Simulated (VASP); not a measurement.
W:

```
CELL_PARAMETERS angstrom
-1.58234 1.58234 1.58234
1.58234 -1.58234 1.58234
1.58234 1.58234 -1.58234
ATOMIC_POSITIONS crystal
W 0.00000 0.00000 0.00000
```

| Property | Result |
| --- | --- |
| Program | VASP 6.6.1 |
| Task | relaxation of cell and atoms |
| Functional | PBE |
| Potentials or basis | VASP PAW PBE potentials, release 64 (W_sv) |
| Cutoff | 520 eV |
| k mesh | 18 × 18 × 18 |
| Occupations | methfessel-paxton, width 0.2 eV |
| Spin | no spin polarisation |

At the start: pressure 6.2 GPa; volume 15.85 Å³/atom.

Q: Where does the relaxation end?

A: Over 4 steps the energy falls by 5.9 meV/atom and the volume is 16.16 Å³/atom (+2.0 %); space group Im-3m (No. 229, to 0.05 Å).

The path:
| step | energy change (eV) | largest force (eV/Å) | pressure (GPa) | volume (Å³) |
| --- | --- | --- | --- | --- |
| 1 | 0.0000 | 0.0000 | 6.23 | 15.85 |
| 2 | 0.0624 | 0.0000 | -17.98 | 17.30 |
| 3 | -0.0059 | 0.0000 | -0.18 | 16.17 |
| 4 | -0.0059 | 0.0000 | -0.01 | 16.16 |

Final structure:
```
CELL_PARAMETERS angstrom
-1.59265 1.59265 1.59265
1.59265 -1.59265 1.59265
1.59265 1.59265 -1.59265
ATOMIC_POSITIONS crystal
W 0.00000 0.00000 0.00000
```
